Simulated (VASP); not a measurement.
Here is the system:

```
Pd
1.0
    0.00000     1.96907     1.96907
    1.96907     0.00000     1.96907
    1.96907     1.96907     0.00000
Pd
1
Cartesian
  0.00000   0.00000   0.00000
```

Computed with PBE GGA, VASP's PBE PAW potentials (set 64) (plane waves; VASP 6.6.1). Run with 480 eV cut-off, 14×14×14 Γ-centred mesh, first-order Methfessel-Paxton smearing of 0.10 eV, potentials Pd.

### Question
What does the run give for the energy per atom (σ→0), band gap (on the k-mesh) with the smallest direct gap where there is one?

### Answer

band gap (on the k-mesh): none (metal, semimetal or under 0.01 eV)
energy per atom (σ→0): -5.206 eV/atom

Total energies compare only between runs with the same potentials, cut-off and functional.

The compound is Pd in the fcc structure. It was relaxed first.
